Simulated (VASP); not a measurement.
# Driving VASP from ASE on CoSi2, part 3 of 4

Do ASE scripts that read CoSi2 from different structure formats give one answer, and do several routes find one equilibrium volume? All runs use LDA. Left out of this account: 1 further run (fields: a reference on another mesh). The start is a cell from a database of measured crystal structures.

VASP 6.6.1, plane waves and PAW; the level of theory is named at each step.

So far. Step 2 (Total energy, forces and stress (LDA, through ASE)): The pressure is -9.26 GPa and the largest force 0.000 eV/Å, so the cell is not at a minimum at these settings. Step 3 (Self-consistent run (LDA, through ASE)): The energy lies +5.90 meV an atom from the first script, since this cell and mesh sample the zone at other points.

## (4) Relaxing cell and atoms (LDA, through ASE)

This step: LDA, spin-polarised from a ferromagnetic start (one magnetic atom a cell); plane waves and PAW (Co, Si) (VASP 6.6.1).

System of this step: CoSi2. Symmetry: Fm-3m, No. 225, cubic system. Conventional cell: a = 5.365 Å, b = 5.365 Å, c = 5.365 Å, α = 90.00°, β = 90.00°, γ = 90.00°. Co has 8 Si at 2.32 Å nearest. Nearest to Si lie 4 Co at 2.32 Å. Farther neighbours are not listed.

The start need not lie at this functional's minimum. ISIF = 3 frees volume, shape and positions, and EDIFFG sets the threshold on forces and stress at which the search stops.

The input, run.py:

```python
import numpy as np
from ase.calculators.vasp import Vasp
from ase.io import read

atoms = read('CoSi2.cif')

calc = Vasp(
    xc='lda',
    pp='LDA',
    prec='Accurate',
    encut=400,
    ediff=1e-06,
    nelm=100,
    ismear=-1,
    sigma=0.05,
    lreal=False,
    algo='Normal',
    nbands=18,
    ispin=2,
    lasph=True,
    lmaxmix=4,
    lorbit=11,
    lwave=False,
    lcharg=False,
    kpar=4,
    ibrion=2,
    nsw=60,
    isif=3,
    ediffg=-0.01,
    pp_version='64',
    setups={'Co': '', 'Si': ''},
    kpts=(10, 10, 10),
    gamma=True,
    txt='vasp.out',
    magmom=[2.0, 0.0, 0.0],
)
atoms.calc = calc

print("energy (eV):", round(atoms.get_potential_energy(), 6))
print("Fermi level (eV):", round(calc.get_fermi_level(), 4))
print("forces (eV/A):")
print(np.round(atoms.get_forces(), 4))
print("stress (GPa, Voigt, tension positive):", np.round(atoms.get_stress() * 160.21766, 3))
print("magnetic moment (muB):", round(atoms.get_magnetic_moment(), 3))
print("cell (A, degrees):", np.round(atoms.cell.cellpar(), 4))
print("volume (A^3):", round(atoms.get_volume(), 4))
print("positions:")
print(np.round(atoms.get_scaled_positions(), 5))
```

The input, CoSi2.cif:

```cif
data_CoSi2
_cell_length_a 3.79362788
_cell_length_b 3.79362788
_cell_length_c 3.79362788
_cell_angle_alpha 60.00000000
_cell_angle_beta 60.00000000
_cell_angle_gamma 60.00000000
_space_group_name_H-M_alt 'P1'
_space_group_name_Hall 'P 1'
_space_group_IT_number 1
loop_
_space_group_symop_operation_xyz
'x,y,z'
loop_
_atom_site_label
_atom_site_type_symbol
_atom_site_symmetry_multiplicity
_atom_site_Wyckoff_symbol
_atom_site_fract_x
_atom_site_fract_y
_atom_site_fract_z
_atom_site_occupancy
Co1 Co 1 a 0.0000000000 0.0000000000 0.0000000000 1
Si1 Si 1 a 0.2500000000 0.2500000000 0.2500000000 1
Si2 Si 1 a 0.7500000000 0.7500000000 0.7500000000 1
```

Potentials, in the order of the species: Co and Si (LDA family, release 64).

Launch:

```console
$ export ASE_VASP_COMMAND="mpirun -np 4 vasp_std"
$ python run.py
```

Output:

```text
energy (eV): -21.932262
Fermi level (eV): 10.6221
forces (eV/A):
[[-0.  0.  0.]
 [ 0. -0. -0.]
 [-0.  0.  0.]]
stress (GPa, Voigt, tension positive): [0.127 0.127 0.127 0.    0.    0.   ]
magnetic moment (muB): 0.0
cell (A, degrees): [ 3.7307  3.7307  3.7307 60.     60.     60.    ]
volume (A^3): 36.7155
positions:
[[0.   0.   0.  ]
 [0.25 0.25 0.25]
 [0.75 0.75 0.75]]
```

The job ended after 41 s (4 MPI ranks of Intel Xeon Platinum 8259CL at 2.50GHz (Skylake/Cascade Lake), shared host; peak memory 0.69 GiB).

The INCAR that ASE wrote:

```
ENCUT = 400.000000
SIGMA = 0.050000
EDIFF = 1.00e-06
EDIFFG = -1.00e-02
ALGO = Normal
PREC = Accurate
IBRION = 2
ISIF = 3
ISMEAR = -1
ISPIN = 2
KPAR = 4
LMAXMIX = 4
LORBIT = 11
NBANDS = 18
NELM = 100
NSW = 60
MAGMOM = 1*2.0000 2*0.0000
LASPH = .TRUE.
LCHARG = .FALSE.
LWAVE = .FALSE.
LREAL = .FALSE.
```

The KPOINTS that ASE wrote:

```
KPOINTS created by Atomic Simulation Environment
0
Gamma
10 10 10
0 0 0
```

VASP's own log, vasp.out:

```text
[... set-up lines as in an earlier step ...]
 entering main loop
       N       E                     dE             d eps       ncg     rms          rms(c)
DAV:   1     0.531934304160E+02    0.53193E+02   -0.56400E+03  3424   0.730E+02
DAV:   2    -0.196105332492E+02   -0.72804E+02   -0.64223E+02  3590   0.171E+02
DAV:   3    -0.229100257335E+02   -0.32995E+01   -0.32081E+01  4350   0.410E+01
DAV:   4    -0.229664047401E+02   -0.56379E-01   -0.56262E-01  4052   0.500E+00
DAV:   5    -0.229680799650E+02   -0.16752E-02   -0.16750E-02  4234   0.906E-01    0.160E+01
DAV:   6    -0.271120495477E+02   -0.41440E+01   -0.19410E+01  3608   0.927E+01    0.188E+01
DAV:   7    -0.219320608380E+02    0.51800E+01   -0.96254E+00  4190   0.732E+01    0.341E+00
DAV:   8    -0.219159088796E+02    0.16152E-01   -0.64194E-01  4080   0.487E+00    0.206E+00
DAV:   9    -0.218786469872E+02    0.37262E-01   -0.73060E-02  4030   0.453E+00    0.757E-01
DAV:  10    -0.218780961774E+02    0.55081E-03   -0.37338E-03  4730   0.506E-01    0.326E-01
DAV:  11    -0.218776875174E+02    0.40866E-03   -0.49714E-04  4570   0.355E-01    0.141E-01
DAV:  12    -0.218777090656E+02   -0.21548E-04   -0.11325E-04  4558   0.120E-01    0.462E-02
DAV:  13    -0.218777023410E+02    0.67246E-05   -0.11866E-05  4650   0.428E-02    0.149E-02
DAV:  14    -0.218777012553E+02    0.10857E-05   -0.58654E-07  2082   0.963E-03    0.411E-03
DAV:  15    -0.218777013434E+02   -0.88060E-07   -0.37052E-07  2070   0.485E-03
   1 F= -.21877701E+02 E0= -.21873877E+02  d E =-.218777E+02  mag=     0.0000
 curvature:   0.00 expect dE= 0.000E+00 dE for cont linesearch  0.000E+00
 trial: gam= 0.00000 g(F)=  0.374E-45 g(S)=  0.240E+00 ort = 0.000E+00 (trialstep = 0.100E+01)
 search vector abs. value=  0.240E+00
 bond charge predicted
       N       E                     dE             d eps       ncg     rms          rms(c)
DAV:   1    -0.241778843809E+02   -0.23002E+01   -0.18859E+01  3712   0.723E+01    0.153E+01
DAV:   2    -0.290031446090E+02   -0.48253E+01   -0.29263E+01  3592   0.117E+02    0.208E+01
DAV:   3    -0.218386307692E+02    0.71645E+01   -0.13369E+01  4084   0.883E+01    0.327E+00
DAV:   4    -0.218890885335E+02   -0.50458E-01   -0.10170E+00  3926   0.585E+00    0.227E+00
DAV:   5    -0.218551434945E+02    0.33945E-01   -0.65081E-02  4572   0.455E+00    0.115E+00
DAV:   6    -0.218503280335E+02    0.48155E-02   -0.11203E-02  4728   0.163E+00    0.236E-01
DAV:   7    -0.218504536386E+02   -0.12561E-03   -0.83327E-04  5140   0.308E-01    0.170E-01
DAV:   8    -0.218503743902E+02    0.79248E-04   -0.22824E-04  4364   0.296E-01    0.290E-02
DAV:   9    -0.218503758262E+02   -0.14360E-05   -0.17007E-05  4784   0.400E-02    0.115E-02
DAV:  10    -0.218503758306E+02   -0.43710E-08   -0.29804E-07  2016   0.473E-03
   2 F= -.21850376E+02 E0= -.21847316E+02  d E =0.273255E-01  mag=    -0.0000
 trial-energy change:    0.027326  1 .order    0.040265   -0.240022    0.320551
 step:   0.4626(harm=  0.4282)  dis= 0.00000  next Energy=   -21.934500 (dE=-0.568E-01)
 bond charge predicted
       N       E                     dE             d eps       ncg     rms          rms(c)
DAV:   1    -0.226147210227E+02   -0.76435E+00   -0.56537E+00  3588   0.408E+01    0.748E+00
DAV:   2    -0.243532870992E+02   -0.17386E+01   -0.10718E+01  4128   0.702E+01    0.133E+01
DAV:   3    -0.219623709261E+02    0.23909E+01   -0.45044E+00  3684   0.431E+01    0.194E+00
DAV:   4    -0.219480748744E+02    0.14296E-01   -0.95130E-02  3510   0.268E+00    0.115E+00
DAV:   5    -0.219360264586E+02    0.12048E-01   -0.71485E-03  5238   0.135E+00    0.295E-01
DAV:   6    -0.219356890452E+02    0.33741E-03   -0.95432E-04  5062   0.281E-01    0.128E-01
DAV:   7    -0.219356783886E+02    0.10657E-04   -0.43434E-05  5128   0.722E-02    0.215E-02
DAV:   8    -0.219356781619E+02    0.22666E-06   -0.34445E-06  3274   0.158E-02
   3 F= -.21935678E+02 E0= -.21932262E+02  d E =-.579768E-01  mag=    -0.0000
 curvature:  -0.21 expect dE=-0.875E-05 dE for cont linesearch -0.875E-05
 trial: gam=-0.01290 g(F)=  0.238E-45 g(S)=  0.410E-04 ort = 0.314E-02 (trialstep = 0.893E+00)
 search vector abs. value=  0.710E-08
 reached required accuracy - stopping structural energy minimisation
```

Parts of OUTCAR (step 4):

```text
  LATTYP: Found a face centered cubic cell.
 ALAT       =     5.3649999985

The static configuration has the point symmetry O_h .

 Found     47 irreducible k-points:

   NELECT =      17.0000    total number of electrons

 E-fermi :  10.6221

 spin component 1
 k-point     1 :       0.0000    0.0000    0.0000
  band No.  band energies     occupation
    ...
      2       6.3184      1.00000
      3       6.3184      1.00000
      4       6.3184      1.00000
      5       8.5540      1.00000
      6       8.5540      1.00000
      7      11.7439      0.00000
      8      14.1005      0.00000
      9      14.1005      0.00000
     10      14.1005      0.00000
     11      14.2122      0.00000
    ...

 k-point     2 :       0.1000    0.0000    0.0000
  band No.  band energies     occupation
    ...
      2       5.9711      1.00000
      3       6.3743      1.00000
      4       6.3743      1.00000
      5       8.5078      1.00000
      6       8.5078      1.00000
      7      11.6628      0.00000
      8      12.5874      0.00000
      9      13.2348      0.00000
     10      13.2348      0.00000
     11      15.1111      0.00000
    ...

 k-point     3 :       0.2000    0.0000    0.0000
  band No.  band energies     occupation
    ...
      3       6.5198      1.00000
      4       6.5198      1.00000
      5       8.4240      1.00000
      6       8.4240      1.00000
      7      10.3221      0.99753
      8      12.3275      0.00000
      9      12.3275      0.00000
     10      12.8738      0.00000
     11      14.9488      0.00000
     12      14.9488      0.00000
    ...

 k-point     4 :       0.3000    0.0000    0.0000
  band No.  band energies     occupation
    ...
      3       6.6857      1.00000
      4       6.6857      1.00000
      5       8.4364      1.00000
      6       8.4364      1.00000
      7       9.1684      1.00000
      8      11.3999      0.00000
      9      11.3999      0.00000
     10      13.3291      0.00000
     11      14.4910      0.00000
     12      14.4910      0.00000
    ...

  Total       -0.0291532     -0.0291532     -0.0291532     -0.0000000     -0.0000000     -0.0000000
  in kB       -1.2721775     -1.2721775     -1.2721775     -0.0000000     -0.0000000     -0.0000000
  external PRESSURE =      -1.2721775 kB  Pullay stress =       0.0000000 kB

  energy-cutoff  :      400.00
  volume of cell :       36.72
      direct lattice vectors                 reciprocal lattice vectors
     3.730679907 -0.000000000 -0.000000000     0.268047655 -0.154757386 -0.109429997
     1.865339954  3.230863573 -0.000000000     0.000000000  0.309514771 -0.109429997
     1.865339954  1.076954524  3.046087389     0.000000000  0.000000000  0.328289991

 POSITION                                       TOTAL-FORCE (eV/Angst)
 -----------------------------------------------------------------------------------
      0.00000     -0.00000     -0.00000        -0.000000      0.000000      0.000000
      1.86534      1.07695      0.76152         0.000000     -0.000000     -0.000000
      5.59602      3.23086      2.28457        -0.000000      0.000000      0.000000
 -----------------------------------------------------------------------------------
    total drift:                                0.000000      0.000000     -0.000000

  FREE ENERGIE OF THE ION-ELECTRON SYSTEM (eV)
  ---------------------------------------------------
  free  energy   TOTEN  =       -21.9356781619 eV

  energy  without entropy=      -21.9288462693  energy(sigma->0) =      -21.93226222

 reached required accuracy - stopping structural energy minimisation

 total charge
# of ion       s       p       d       tot
------------------------------------------
    1        0.567   0.773   7.665   9.004
    2        0.723   0.909   0.000   1.632
    3        0.723   0.909   0.000   1.632
--------------------------------------------------
tot          2.012   2.592   7.665  12.269

 magnetization (x)
# of ion       s       p       d       tot
------------------------------------------
    1        0.000  -0.000   0.000   0.000
    2       -0.000  -0.000   0.000  -0.000
    3       -0.000  -0.000   0.000  -0.000
--------------------------------------------------
tot          0.000  -0.000   0.000   0.000

[... 4 parts as in an earlier step ...]

[... 6 further parts left out ...]
```

The run keeps the 48 symmetry operations of its start, so it cannot find a distortion of lower symmetry.

Relaxation path:

```csv
step,energy less that of the first step (eV),largest force (eV/Å),pressure (GPa),volume (Å³)
1,0.0000,0.0000,-9.26,38.61
2,0.0273,0.0000,13.79,34.60
3,-0.0580,0.0000,-0.13,36.72
```

```csv
"conventional cell, symmetrised",before,after,change
a (Å),5.365,5.276,-1.7 %
b (Å),5.365,5.276,-1.7 %
c (Å),5.365,5.276,-1.7 %
volume (Å³/atom),12.87,12.24,-4.9 %
```

Final coordinates:

```cif
data_structure
_symmetry_space_group_name_H-M 'P 1'
_symmetry_Int_Tables_number 1
_cell_length_a 3.7307
_cell_length_b 3.7307
_cell_length_c 3.7307
_cell_angle_alpha 60.000
_cell_angle_beta 60.000
_cell_angle_gamma 60.000
_cell_volume 36.72
loop_
_atom_site_label
_atom_site_type_symbol
_atom_site_fract_x
_atom_site_fract_y
_atom_site_fract_z
_atom_site_occupancy
Co1 Co 0.00000 0.00000 0.00000 1
Si2 Si 0.25000 0.25000 0.25000 1
Si3 Si 0.75000 0.75000 0.75000 1
```

This step gave:

| Item | Value |
| --- | --- |
| electrons | 17 |
| bands | 18 |
| irreducible k-points | 47 |
| free energy (TOTEN) | -21.94 eV |
| energy at zero smearing | -21.93 eV |
| Fermi energy | 10.62 eV |
| pressure | -0.1272 GPa |
| SCF cycles over all ionic steps | 33 |

The spin moment in the PAW sphere vanishes on all atoms.

It ends with forces that vanish by symmetry and a pressure of -0.13 GPa.

## (5) Energy against volume, from ASE (LDA)

An ASE loop scales the volume and fits the energies, which gives the bulk modulus from energies alone.

The input, run.py:

```python
import numpy as np
from ase.calculators.vasp import Vasp
from ase.io import read
from ase.eos import EquationOfState
from ase.units import GPa

atoms = read('CoSi2.cif')

calc = Vasp(
    xc='lda',
    pp='LDA',
    prec='Accurate',
    encut=400,
    ediff=1e-06,
    nelm=100,
    ismear=-1,
    sigma=0.05,
    lreal=False,
    algo='Normal',
    nbands=18,
    ispin=2,
    lasph=True,
    lmaxmix=4,
    lorbit=11,
    lwave=False,
    lcharg=False,
    kpar=4,
    isif=2,
    pp_version='64',
    setups={'Co': '', 'Si': ''},
    kpts=(10, 10, 10),
    gamma=True,
    txt='vasp.out',
    magmom=[2.0, 0.0, 0.0],
)
atoms.calc = calc

cell, volumes, energies = atoms.get_cell(), [], []
for x in [0.94, 0.96, 0.98, 1.0, 1.02, 1.04, 1.06]:
    atoms.set_cell(cell * x ** (1 / 3), scale_atoms=True)
    volumes.append(atoms.get_volume())
    energies.append(atoms.get_potential_energy())
    print(f"{x:.2f}  V = {volumes[-1]:.4f} A^3  E = {energies[-1]:.6f} eV")
v0, e0, b0 = EquationOfState(volumes, energies, eos="birchmurnaghan").fit()
print(f"V0 = {v0:.4f} A^3  E0 = {e0:.6f} eV  B0 = {b0 / GPa:.2f} GPa")
```

CoSi2.cif is that of step 4.

Output:

```text
0.94  V = 36.2892 A^3  E = -21.926282 eV
0.96  V = 37.0613 A^3  E = -21.927769 eV
0.98  V = 37.8334 A^3  E = -21.909575 eV
1.00  V = 38.6055 A^3  E = -21.873877 eV
1.02  V = 39.3776 A^3  E = -21.822612 eV
1.04  V = 40.1497 A^3  E = -21.757455 eV
1.06  V = 40.9218 A^3  E = -21.680105 eV
V0 = 36.7272 A^3  E0 = -21.929685 eV  B0 = 204.42 GPa
```

Elapsed: 1.8 min, on 4 MPI ranks; peak memory 0.64 GiB; 6.3 min of CPU time.

ASE turned this into the INCAR:

```
ENCUT = 400.000000
SIGMA = 0.050000
EDIFF = 1.00e-06
ALGO = Normal
PREC = Accurate
ISIF = 2
ISMEAR = -1
ISPIN = 2
KPAR = 4
LMAXMIX = 4
LORBIT = 11
NBANDS = 18
NELM = 100
MAGMOM = 1*2.0000 2*0.0000
LASPH = .TRUE.
LCHARG = .FALSE.
LWAVE = .FALSE.
LREAL = .FALSE.
```

ASE turned this into the KPOINTS:

```
KPOINTS created by Atomic Simulation Environment
0
Gamma
10 10 10
0 0 0
```

VASP's own log, vasp.out (the last of its runs):

```text
[banner, memory and clock lines left out]
running    4 mpi-ranks, on    1 nodes
 distrk:  each k-point on    1 cores,    4 groups
 distr:  one band on    1 cores,    1 groups

 POSCAR found type information on POSCAR CoSi
 POSCAR found :  2 types and       3 ions
 LDA part: xc-table for (Slater(with rela. corr.)+CA(PZ))
 , standard interpolation
 POSCAR, INCAR and KPOINTS ok, starting setup
 FFT: planning ... GRIDC
 FFT: planning ... GRID_SOFT
 FFT: planning ... GRID
 WAVECAR not read
 WARNING: random wavefunctions but no delay for mixing, default for NELMDL
 entering main loop
       N       E                     dE             d eps       ncg     rms          rms(c)
DAV:   1     0.517088482375E+02    0.51709E+02   -0.56634E+03  3464   0.726E+02
DAV:   2    -0.195596250149E+02   -0.71268E+02   -0.62711E+02  3650   0.168E+02
DAV:   3    -0.227559673545E+02   -0.31963E+01   -0.30700E+01  4326   0.392E+01
DAV:   4    -0.228121389012E+02   -0.56172E-01   -0.56067E-01  4102   0.497E+00
DAV:   5    -0.228137672231E+02   -0.16283E-02   -0.16281E-02  4250   0.879E-01    0.154E+01
DAV:   6    -0.278645413637E+02   -0.50508E+01   -0.21337E+01  3610   0.965E+01    0.211E+01
DAV:   7    -0.217320798015E+02    0.61325E+01   -0.10690E+01  4230   0.752E+01    0.319E+00
DAV:   8    -0.217285317022E+02    0.35481E-02   -0.81194E-01  4420   0.661E+00    0.217E+00
DAV:   9    -0.216854945049E+02    0.43037E-01   -0.10851E-01  3940   0.520E+00    0.748E-01
DAV:  10    -0.216850489259E+02    0.44558E-03   -0.49120E-03  4504   0.775E-01    0.331E-01
DAV:  11    -0.216846458490E+02    0.40308E-03   -0.40463E-04  4848   0.215E-01    0.150E-01
DAV:  12    -0.216846685477E+02   -0.22699E-04   -0.99589E-05  4500   0.118E-01    0.582E-02
DAV:  13    -0.216846545720E+02    0.13976E-04   -0.13068E-05  4756   0.449E-02    0.255E-02
DAV:  14    -0.216846498053E+02    0.47666E-05   -0.79865E-07  2104   0.107E-02    0.566E-03
DAV:  15    -0.216846498310E+02   -0.25691E-07   -0.51721E-07  2184   0.578E-03
   1 F= -.21684650E+02 E0= -.21680105E+02  d E =-.908904E-02  mag=     0.0000
```

Parts of OUTCAR (step 5):

```text
   ENCUT  =  400.0 eV  29.40 Ry    5.42 a.u.   6.31  6.31  6.31*2*pi/ulx,y,z

   NELECT =      17.0000    total number of electrons

 E-fermi :   9.1524

 spin component 1
 k-point     1 :       0.0000    0.0000    0.0000
  band No.  band energies     occupation
    ...
      2       5.3383      1.00000
      3       5.3383      1.00000
      4       5.3383      1.00000
      5       7.4459      1.00000
      6       7.4459      1.00000
      7       9.2316      0.17019
      8      12.3216      0.00000
      9      12.3216      0.00000
     10      12.3216      0.00000
     11      12.5931      0.00000
    ...

 k-point     2 :       0.1000    0.0000    0.0000
  band No.  band energies     occupation
    ...
      2       4.9364      1.00000
      3       5.3892      1.00000
      4       5.3892      1.00000
      5       7.4047      1.00000
      6       7.4047      1.00000
      7       9.4457      0.00282
      8      10.8309      0.00000
      9      11.5843      0.00000
     10      11.5843      0.00000
     11      13.2613      0.00000
    ...

  Total       -4.4308780     -4.4308780     -4.4308780     -0.0000000     -0.0000000     -0.0000000
  in kB     -173.4783638   -173.4783638   -173.4783638     -0.0000000     -0.0000000     -0.0000000
  external PRESSURE =    -173.4783638 kB  Pullay stress =       0.0000000 kB

 POSITION                                       TOTAL-FORCE (eV/Angst)
 -----------------------------------------------------------------------------------
      0.00000      0.00000      0.00000         0.000000      0.000000      0.000000
      1.93402      1.11660      0.78956         0.000000      0.000000      0.000000
      5.80205      3.34981      2.36868        -0.000000     -0.000000     -0.000000
 -----------------------------------------------------------------------------------
    total drift:                                0.000000     -0.000000     -0.000000

  FREE ENERGIE OF THE ION-ELECTRON SYSTEM (eV)
  ---------------------------------------------------
  free  energy   TOTEN  =       -21.6846498310 eV

  energy  without entropy=      -21.6755607884  energy(sigma->0) =      -21.68010531

 magnetization (x)
# of ion       s       p       d       tot
------------------------------------------
    1        0.000  -0.000  -0.000  -0.000
    2        0.000   0.000   0.000   0.000
    3        0.000   0.000   0.000   0.000
--------------------------------------------------
tot          0.000   0.000  -0.000  -0.000

[... 3 parts as in an earlier step ...]

[... 18 further parts left out ...]
```

The cell holds one magnetic atom, so no antiferromagnetic order fits into it.

This step gave:

| Property | Result |
| --- | --- |
| bulk modulus | 204.4 GPa |
| equilibrium volume of the fit | 12.24 Å³/atom |

The fitted volume lies +0.03 % from the relaxed one.

(Part 3 of 4 ends here.)

[Lines on the potential files, build, host, timing and source positions are cut from VASP's logs without a mark.]

[Logs are printed without paths, hosts, clocks, repeated set-up lines and the standing remarks that a program may print on its own settings, such as how far it seeks lower states.]

[Hosts, paths, dates, database ids (printed as entryN), source tags and the programs' standing remarks are cut or masked in the printed files.]

[A measured line is paired with the nearest computed mode of its activity, which favours agreement.]
